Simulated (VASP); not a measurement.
Here is the system:

```yaml
crystal:
  lattice:
    - [5.52086, 0.00000, 0.00000]
    - [0.00000, 5.52086, 0.00000]
    - [0.00000, 0.00000, 3.26137]
  atoms:
    - { symbol: Zn, position: [0.18175, 0.18175, 0.50000] }
    - { symbol: Zn, position: [0.81825, 0.81825, 0.50000] }
    - { symbol: Zn, position: [0.31825, 0.68175, 0.00000] }
    - { symbol: Zn, position: [0.68175, 0.31825, 0.00000] }
    - { symbol: O, position: [0.81725, 0.18275, 0.50000] }
    - { symbol: O, position: [0.18275, 0.81725, 0.50000] }
    - { symbol: O, position: [0.31725, 0.31725, 0.00000] }
    - { symbol: O, position: [0.68275, 0.68275, 0.00000] }
```

Level of theory: r2SCAN meta-GGA, VASP's PBE PAW potentials (set 64) (plane waves; VASP 6.6.1). Settings: 520 eV cut-off, 5×5×8 Γ-centred mesh, tetrahedra with Blöchl corrections, potentials Zn O.

The cores are frozen, which limits the accuracy of field gradients.

**Question.** Give the principal components of the electric field gradient (V/Å²) and the asymmetry η at each nucleus.

**Answer.** 
| atom | Vxx | Vyy | Vzz | η |
|---|---|---|---|---|
| Zn1 | -26.6 | -19.3 | 45.9 | 0.16 |
| Zn2 | -26.6 | -19.3 | 45.9 | 0.16 |
| Zn3 | -26.6 | -19.3 | 45.9 | 0.16 |
| Zn4 | -26.6 | -19.3 | 45.9 | 0.16 |
| O5 | 11.7 | 2.0 | -13.7 | 0.71 |
| O6 | 11.7 | 2.0 | -13.7 | 0.71 |
| O7 | 11.7 | 2.0 | -13.7 | 0.71 |
| O8 | 11.7 | 2.0 | -13.7 | 0.71 |

The structure comes from a computed database's ZnO entry (P4_2/mnm); how it stands against other phases isn't given here. It was relaxed first.
